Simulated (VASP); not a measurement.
An input for Quantum ESPRESSO's pw.x (written as the equivalent of a VASP run, and not itself run):

```
&CONTROL
  calculation = 'scf'
  pseudo_dir = './pseudo'
  outdir = './out'
  tprnfor = .true.
  tstress = .true.
/
&SYSTEM
  ibrav = 0
  nat = 2
  ntyp = 1
  ecutwfc = 66
  occupations = 'smearing'
  smearing = 'methfessel-paxton'
  degauss = 0.00735
  input_dft = 'pbe'
/
&ELECTRONS
  conv_thr = 7.3e-08
  electron_maxstep = 100
/
ATOMIC_SPECIES
  Zr 91.224 Zr.upf
CELL_PARAMETERS angstrom
     1.6473000   -2.8532070    0.0000000
     1.6473000    2.8532070    0.0000000
     0.0000000    0.0000000    5.2530000
ATOMIC_POSITIONS crystal
  Zr   0.3333330  0.6666670  0.2500000
  Zr   0.6666670  0.3333330  0.7500000
K_POINTS automatic
  10 10 5 0 0 0
```

Question: Write the VASP files for the same calculation (PBE).

Answer: This is not unique; one that fits is 
INCAR:
```
SYSTEM = Zr
PREC = Accurate
ENCUT = 400
EDIFF = 1E-6
NELM = 100
ALGO = Normal
LREAL = .FALSE.
LASPH = .TRUE.
ISMEAR = 1
SIGMA = 0.1
GGA = PE
LMAXMIX = 4
LWAVE = .FALSE.
LCHARG = .FALSE.
ISIF = 2
```

### POSCAR
```
Zr
1
    1.6473000000    -2.8532070000     0.0000000000
    1.6473000000     2.8532070000     0.0000000000
    0.0000000000     0.0000000000     5.2530000000
Zr
2
Direct
  0.3333330000   0.6666670000   0.2500000000
  0.6666670000   0.3333330000   0.7500000000
```

KPOINTS:
```
Automatic mesh
0
Gamma
10 10 5
0 0 0
```

POTCAR, in this order: Zr_sv (PBE.64 set). Program: vasp_std.

What does not carry over: the potentials are each code's own (VASP's PAW set, PseudoDojo norm-conserving files in pw.x), so ENCUT and ecutwfc are chosen apart and not converted; conv_thr bounds pw.x's estimated SCF error, while EDIFF bounds the energy change between steps.

The compound is Zr in the hcp structure. The cell was not relaxed at this level.
